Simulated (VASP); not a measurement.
These are RPA correlation on PBE orbitals, VASP's PBE PAW potentials (set 64) (plane waves; VASP) values and carry that method's errors.

A VASP calculation is set up with these files.

INCAR:
```
ISMEAR = 0
LCHARG = .FALSE.
ENCUTGW = 220
ALGO = ACFDT
NOMEGA = 12
LWAVE = .FALSE.
LREAL = .FALSE.   ! projection in real space or not
GGA = PE
ENCUT = 350   ! plane-wave cut-off (eV)
SIGMA = 0.01   ! width (eV)
SYSTEM = Si
PREC = Normal
NBANDS = 609
LASPH = .TRUE.   ! aspherical one-centre terms
```

File KPOINTS:
```
Automatic mesh
0
Gamma
6 6 6
0 0 0
```

File POSCAR:
```
Si
1
    0.0000000000     2.7155000000     2.7155000000
    2.7155000000     0.0000000000     2.7155000000
    2.7155000000     2.7155000000     0.0000000000
Si
2
Direct
  0.0000000000   0.0000000000   0.0000000000
  0.2500000000   0.2500000000   0.2500000000
```

POTCAR, in this order: Si_GW (PBE.64 set). Program: vasp_std. Read from the step before: WAVECAR, WAVEDER.

The resulting files:

File OSZICAR:
```
energies w=
    0.000    0.177    0.000    0.580    0.000    1.151    0.000    2.077
    0.000    3.684    0.000    6.587    0.000   11.991    0.000   22.350
    0.000   42.857    0.000   85.227    0.000  180.074    0.000  457.559
NQ=   1    0.0000    0.0000    0.0000,
 performed       6185000 updates of chi_q(r,r)
NQ=   2    0.1667    0.0000    0.0000,
 performed      12370000 updates of chi_q(r,r)
NQ=   3    0.3333    0.0000    0.0000,
 performed      18555000 updates of chi_q(r,r)
NQ=   4    0.5000    0.0000    0.0000,
 performed      24740000 updates of chi_q(r,r)
NQ=   5    0.1667    0.1667    0.0000,
 performed      30925000 updates of chi_q(r,r)
NQ=   6    0.3333    0.1667    0.0000,
 performed      37110000 updates of chi_q(r,r)
NQ=   7    0.5000    0.1667    0.0000,
 performed      43295000 updates of chi_q(r,r)
NQ=   8   -0.3333    0.1667    0.0000,
 performed      49480000 updates of chi_q(r,r)
NQ=   9   -0.1667    0.1667    0.0000,
 performed      55665000 updates of chi_q(r,r)
NQ=  10    0.3333    0.3333    0.0000,
 performed      61850000 updates of chi_q(r,r)
NQ=  11    0.5000    0.3333    0.0000,
 performed      68035000 updates of chi_q(r,r)
NQ=  12   -0.3333    0.3333    0.0000,
 performed      74220000 updates of chi_q(r,r)
NQ=  13    0.5000    0.5000    0.0000,
 performed      80405000 updates of chi_q(r,r)
NQ=  14    0.5000    0.3333    0.1667,
 performed      86590000 updates of chi_q(r,r)
NQ=  15   -0.3333    0.3333    0.1667,
 performed      92775000 updates of chi_q(r,r)
NQ=  16   -0.3333    0.5000    0.1667,
 performed      98960000 updates of chi_q(r,r)
```

**OUTCAR**
```


      cutoff energy     smooth cutoff   RPA   correlation   Hartree contr. to MP2
---------------------------------------------------------------------------------
            220.000           176.000      -11.9720646995      -20.3564914911
            209.524           167.619      -11.9471607058      -20.3303943493
            199.547           159.637      -11.9204174833      -20.3023274662
            190.044           152.035      -11.8917122596      -20.2721577742
            180.995           144.796      -11.8608335337      -20.2396527607
            172.376           137.901      -11.8277556183      -20.2047686210
            164.167           131.334      -11.7921297136      -20.1671130400
            156.350           125.080      -11.7539722300      -20.1266615978
  linear regression
  converged value                          -12.2978232840      -20.6999327288
```
(Selected blocks of OUTCAR.)

The mesh is coarse, so the correlation energy is not converged in k-points.

The compound is Si in the diamond structure. The cell was not relaxed at this level.
